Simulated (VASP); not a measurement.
# NbAl2N3 (P-3m1) in VASP: notebook

One crystal, NbAl2N3, is run at these levels: PBE; tasks: relaxation of cell and atoms.

Program: VASP 6.6.1. These are calculated values, not measurements. Logs are shortened: lines on timing, memory, paths and dates and some standing lists are left out, and cuts for length are marked.

## (1) Starting point

It takes space group P-3m1 (No. 164, trigonal). Conventional cell: a = 2.905 Å, b = 2.905 Å, c = 7.577 Å, α = 90.00°, β = 90.00°, γ = 120.00°. Around Al (site symmetry 3m) lie 6 N at 2.02 to 2.05 Å. Nb (site symmetry -3m) is surrounded by 6 N at 2.24 Å. Around N (site symmetry 3m) lie 3 Al at 2.02 Å and 3 Nb at 2.24 Å. N (site symmetry -3m) is surrounded by 6 Al at 2.05 Å.

The cell was built by a generator and needn't be a form met in nature.

## (2) Relaxation of cell and atoms, PBE

INCAR reads:

```
SYSTEM = NbAl2N3
  PREC = Accurate
  ENCUT = 520
  EDIFF = 1E-6
  ISMEAR = 0
  SIGMA = 0.1
  LREAL = .False.
  LASPH = .True.
  NELM = 120
  ALGO = Normal
  ISIF = 3
  LWAVE = .False.
  LCHARG = .False.
  GGA = PE
  IBRION = 2
  NSW = 90
  EDIFFG = -0.01
  KPAR = 4
```

KPOINTS reads:

```
regular mesh
0
Gamma
  12 12 4
  0 0 0
```

POSCAR reads:

```
NbAl2N3
1.0
    2.9045269500      0.0000000000      0.0000000000
   -1.4522634700      2.5153941200      0.0000000000
    0.0000000000      0.0000000000      7.5770000000
Al Nb N
2 1 3
Direct
    0.3333333300      0.6666666700      0.6554045100
    0.6666666700      0.3333333300      0.3445954900
    0.0000000000      0.0000000000      0.0000000000
    0.6666666700      0.3333333300      0.8041441200
    0.3333333300      0.6666666700      0.1958558800
    0.0000000000      0.0000000000      0.5000000000
```

Potentials or basis: VASP PAW PBE potentials, release 64 (Al, Nb_sv, N).

Command:

```sh
$ cat potpaw_PBE.64/Al/POTCAR potpaw_PBE.64/Nb_sv/POTCAR potpaw_PBE.64/N/POTCAR > POTCAR
$ mpirun -np 4 vasp_std > vasp.out
```

OUTCAR:

```text
SYSTEM = NbAl2N3
   PREC = Accurate
   ENCUT = 520
   EDIFF = 1E-6
   ISMEAR = 0
   LREAL = .False.
   LASPH = .True.
   NELM = 120
   ISIF = 3
   GGA = PE
   IBRION = 2
   NSW = 90
   EDIFFG = -0.01

 ion  position               nearest neighbor table
   1  0.333  0.667  0.655-   4 2.02   4 2.02   4 2.02   6 2.05   6 2.05   6 2.05   2 2.89   2 2.89
                             2 2.89   3 3.10   3 3.10   3 3.10
   2  0.667  0.333  0.345-   5 2.02   5 2.02   5 2.02   6 2.05   6 2.05   6 2.05   1 2.89   1 2.89
                             1 2.89   3 3.10   3 3.10   3 3.10
   3  0.000  0.000  0.000-   4 2.24   5 2.24   5 2.24   4 2.24   4 2.24   5 2.24   1 3.10   2 3.10
                             1 3.10   2 3.10   1 3.10   2 3.10
   4  0.667  0.333  0.804-   1 2.02   1 2.02   1 2.02   3 2.24   3 2.24   3 2.24
   5  0.333  0.667  0.196-   2 2.02   2 2.02   2 2.02   3 2.24   3 2.24   3 2.24
   6  0.000  0.000  0.500-   1 2.05   2 2.05   1 2.05   2 2.05   2 2.05   1 2.05

  LATTYP: Found a hexagonal cell.
 ALAT       =     2.9045269500
 C/A-ratio  =     2.6086864162

  Lattice vectors:

 A1 = (   2.9045269500,   0.0000000000,   0.0000000000)
 A2 = (  -1.4522634700,   2.5153941200,   0.0000000000)
 A3 = (   0.0000000000,   0.0000000000,   7.5770000000)

Analysis of symmetry for initial positions (statically):
=====================================================================
 Subroutine PRICEL returns:
 Original cell was already a primitive cell.

 Routine SETGRP: Setting up the symmetry group for a
 hexagonal supercell.

 Subroutine GETGRP returns: Found 12 space group operations
 (whereof 12 operations were pure point group operations)
 out of a pool of 24 trial point group operations.

The static configuration has the point symmetry D_3d.

Analysis of symmetry for dynamics (positions and initial velocities):
=====================================================================
 Subroutine PRICEL returns:
 Original cell was already a primitive cell.

 Routine SETGRP: Setting up the symmetry group for a
 hexagonal supercell.

 Subroutine GETGRP returns: Found 12 space group operations
 (whereof 12 operations were pure point group operations)
 out of a pool of 24 trial point group operations.

The dynamic configuration has the point symmetry D_3d.

 Subroutine INISYM returns: Found 12 space group operations
 (whereof 12 operations are pure point group operations),
 and found     1 'primitive' translations

----------------------------------------------------------------------------------------

                                     Primitive cell

  volume of cell :      55.3578

  direct lattice vectors                    reciprocal lattice vectors
     2.904526950  0.000000000  0.000000000     0.344290143  0.198776007  0.000000000
    -1.452263470  2.515394120  0.000000000     0.000000000  0.397552015  0.000000000
     0.000000000  0.000000000  7.577000000     0.000000000  0.000000000  0.131978356

  length of vectors
     2.904526950  2.904526943  7.577000000     0.397552014  0.397552015  0.131978356

  position of ions in fractional coordinates (direct lattice)
     0.333333330  0.666666670  0.655404510
     0.666666670  0.333333330  0.344595490
     0.000000000  0.000000000  0.000000000
     0.666666670  0.333333330  0.804144120
     0.333333330  0.666666670  0.195855880
     0.000000000  0.000000000  0.500000000

  ion indices of the primitive-cell ions
   primitive index   ion index
                 1           1
                 2           2
                 3           3
                 4           4
                 5           5
                 6           6

----------------------------------------------------------------------------------------

 KPOINTS: regular mesh

Automatic generation of k-mesh.
 Grid dimensions read from file:
 generate k-points for:   12   12    4

 Generating k-lattice:

  Cartesian coordinates                     Fractional coordinates (reciprocal lattice)
     0.028690845  0.016564667  0.000000000     0.083333333 -0.000000000  0.000000000
     0.000000000  0.033129335  0.000000000     0.000000000  0.083333333  0.000000000
     0.000000000  0.000000000  0.032994589     0.000000000  0.000000000  0.250000000

  Length of vectors
     0.033129334  0.033129335  0.032994589

  Shift w.r.t. Gamma in fractional coordinates (k-lattice)
     0.000000000  0.000000000  0.000000000

 Subroutine IBZKPT returns following result:
 ===========================================

 Found     69 irreducible k-points:

 Following reciprocal coordinates:
            Coordinates               Weight
  0.000000  0.000000  0.000000      1.000000
  0.083333  0.000000  0.000000      6.000000
  0.166667  0.000000  0.000000      6.000000
  0.250000  0.000000  0.000000      6.000000
  0.333333  0.000000  0.000000      6.000000
  0.416667  0.000000  0.000000      6.000000
[... 16 lines left out ...]
  0.166667  0.000000  0.250000      6.000000
  0.000000  0.166667  0.250000      6.000000
 [... further k-points ...]
   k-points           NKPTS =     69   k-points in BZ     NKDIM =     69   number of bands    NBANDS=     21
   number of dos      NEDOS =    301   number of ions     NIONS =      6
   total plane-waves  NPLWV =  32256
   dimension x,y,z NGX =    24 NGY =   24 NGZ =   56
   dimension x,y,z NGXF=    48 NGYF=   48 NGZF=  112
   ions per type =               2   1   3
   NGX,Y,Z   is equivalent  to a cutoff of  13.74, 13.74, 12.29 a.u.
   NGXF,Y,Z  is equivalent  to a cutoff of  27.47, 27.47, 24.57 a.u.
 SYSTEM =  NbAl2N3
   PREC   = accura    normal or accurate (medium, high low for compatibility)
   ISTART =      0    job   : 0-new  1-cont  2-samecut
   ICHARG =      2    charge: 1-file 2-atom 10-const
   ISPIN  =      1    spin polarized calculation?
   LNONCOLLINEAR =      F non collinear calculations
   LSORBIT =      F    spin-orbit coupling
   LASPH  =      T    aspherical Exc in radial PAW
   ENCUT  =  520.0 eV  38.22 Ry    6.18 a.u.   5.40  5.40 14.09*2*pi/ulx,y,z
   NELM   =    120;   NELMIN=  2; NELMDL= -5     # of ELM steps
   EDIFF  = 0.1E-05   stopping-criterion for ELM
   LREAL  =      F    real-space projection
   EDIFFG = -.1E-01   stopping-criterion for IOM
   NSW    =     90    number of steps for IOM
   IBRION =      2    ionic relax: 0-MD 1-quasi-New 2-CG
   NFREE  =      1    steps in history (QN), initial steepest desc. (CG)
   ISIF   =      3    stress and relaxation
   ISYM   =      2    0-nonsym 1-usesym 2-fastsym
   POTIM  = 0.5000    time-step for ionic-motion
   TEBEG  =    0.0;   TEEND  =   0.0 temperature during run
   PSTRESS=    0.0 pullay stress
   NELECT =      34.0000    total number of electrons
   NUPDOWN=      -1.0000    fix difference up-down
   EMIN   =  10.00;   EMAX   =-10.00  energy-range for DOS
   EFERMI =   0.00;   METHOD = LEGACY
   ISMEAR =     0;   SIGMA  =   0.10  broadening in eV -4-tet -1-fermi 0-gaus
   EFERMI_NEDOS =   21; number of points for ismear=-14 and -15
   IALGO  =     38    algorithm
   IMIX   =      4    mixing-type and parameters
     AMIX     =   0.40;   BMIX     =  1.00
     AMIX_MAG =   1.60;   BMIX_MAG =  1.00
  volume/ion in A,a.u.               =       9.23        62.26
  Fermi-wavevector in a.u.,A,eV,Ry     =   1.391580  2.629705 26.347618  1.936495
  Thomas-Fermi vector in A             =   2.515406
   LORBIT       =      0    0 simple, 1 ext, 2 COOP (PROOUT), +10 PAW based schemes
   GGA     = PE    functional components
   LHFCALC =     F    Hartree Fock is set to
   AEXX    =    0.0000 exact exchange contribution
   IVDW    =     0    specifies the selected vdW correction
   LEPSILON=     F    determine dielectric tensor
   LRPA    =     F    only Hartree local field effects (RPA)
 conjugate gradient relaxation of ions
 non-spin polarized calculation
 Gauss-broadening in eV      SIGMA  =   0.10
  energy-cutoff  :      520.00
  volume of cell :       55.36
 maximum number of plane-waves:      1528
 NGX is ok and might be reduce to    24
   NGX = 11   NGY = 11   NGZ = 29

--------------------------------------- Ionic step        1  -------------------------------------------

 number of electron      34.0000000 magnetization

 Free energy of the ion-electron system (eV)
  ---------------------------------------------------
  ext. energy  EPLUGINS =         0.00000000
  ---------------------------------------------------
  free energy    TOTEN  =       -49.41346165 eV

  energy without entropy =      -49.40925316  energy(sigma->0) =      -49.41135740

------------------------ aborting loop because EDIFF is reached ----------------------------------------

  FORCE on cell =-STRESS in cart. coord.  units (eV):
  Direction    XX          YY          ZZ          XY          YZ          ZX
  --------------------------------------------------------------------------------------
  -------------------------------------------------------------------------------------
  Total       -0.1087897     -0.1087897      0.2163932     -0.0000000      0.0000000      0.0000000
  in kB       -3.1486164     -3.1486164      6.2628984     -0.0000000      0.0000000      0.0000000
  external PRESSURE =      -0.0114448 kB  Pullay stress =       0.0000000 kB
[... 145 lines left out ...]
  energy  without entropy=      -49.4095669160  energy(sigma->0) =      -49.41167492

--------------------------------------- Ionic step        5  -------------------------------------------

 number of electron      34.0000000 magnetization

 Free energy of the ion-electron system (eV)
  ---------------------------------------------------
  ext. energy  EPLUGINS =         0.00000000
  ---------------------------------------------------
  free energy    TOTEN  =       -49.41379240 eV

  energy without entropy =      -49.40956651  energy(sigma->0) =      -49.41167946

 E-fermi :  11.6817     XC(G=0): -12.6166

 val. band max:       11.6636209934   @ k =   0.1667   0.1667   0.0000
 cond. band min:      11.7039508770   @ k =   0.3333   0.2500   0.5000
 fundamental gap:      0.0403298837
 Fermi energy:        11.6817250959

 k-point     1 :       0.0000    0.0000    0.0000
  band No.  band energies     occupation
      1     -43.9286      2.00000
      2     -20.1448      2.00000
      3     -19.3961      2.00000
      4     -19.3961      2.00000
      5      -6.4634      2.00000
      6      -4.5155      2.00000
[... 550 lines left out ...]
      5      -5.9025      2.00000
      6      -4.6181      2.00000
[... 13 lines left out ...]
     20      14.8444      0.00000
     21      15.3912      0.00000

 [... further k-points ...]

------------------------ aborting loop because EDIFF is reached ----------------------------------------

  FORCE on cell =-STRESS in cart. coord.  units (eV):
  Direction    XX          YY          ZZ          XY          YZ          ZX
  --------------------------------------------------------------------------------------
  -------------------------------------------------------------------------------------
  Total        0.0161525      0.0161525      0.0017171      0.0000000      0.0000000     -0.0000000
  in kB        0.4676265      0.4676265      0.0497113      0.0000000      0.0000000     -0.0000000
  external PRESSURE =       0.3283214 kB  Pullay stress =       0.0000000 kB
[... 21 lines left out ...]
  FREE ENERGIE OF THE ION-ELECTRON SYSTEM (eV)
  ---------------------------------------------------
  free  energy   TOTEN  =       -49.4137923979 eV

  energy  without entropy=      -49.4095665136  energy(sigma->0) =      -49.41167946

 reached required accuracy - stopping structural energy minimisation
```

It took 69 s on 4 MPI ranks of AMD EPYC 7R43 (Zen 3), shared host; peak memory 0.2 GiB.

What came out:

```
Free energy                            : -49.4138 eV
Relaxed volume                         : 9.22 Å³/atom
Relaxed cell                           : a = 2.902 Å, b = 2.902 Å, c = 7.587 Å, α = 90.00°, β = 90.00°, γ = 120.00°
Space group after relaxing (to 0.05 Å) : P-3m1 (No. 164)
Energy gained by relaxing              : 0.1 meV/atom
Ionic steps                            : 5
Pressure after relaxing                : 0.0 GPa
Largest force after relaxing           : 0.008 eV/Å
Band gap on the k mesh                 : none (metal or under the smearing width)
```

Forces on the atoms (eV/Å):
```
Al   0.000  0.000 -0.008
Al   0.000  0.000  0.008
Nb   0.000  0.000  0.000
N    0.000  0.000  0.004
N    0.000  0.000 -0.004
N    0.000  0.000  0.000
```

Step by step:
```csv
step,energy change (eV),largest force (eV/Å),pressure (GPa),volume (Å³)
1,0.0000,0.0536,0.00,55.36
2,-0.0003,0.0227,-0.04,55.36
3,-0.0003,0.0168,-0.04,55.36
4,-0.0003,0.0170,-0.04,55.36
5,-0.0003,0.0084,0.03,55.34
```

Final structure:
```xyz
6
Lattice="2.9022 0.0000 0.0000 -1.4511 2.5134 0.0000 0.0000 0.0000 7.5869" Properties=species:S:1:pos:R:3 pbc="T T T"
Al    0.0000    1.6756    4.9707
Al    1.4511    0.8378    2.6163
Nb    0.0000    0.0000    7.5869
N     1.4511    0.8378    6.1000
N     0.0000    1.6756    1.4869
N     0.0000    0.0000    3.7935
```

[end of part 1 of 2]
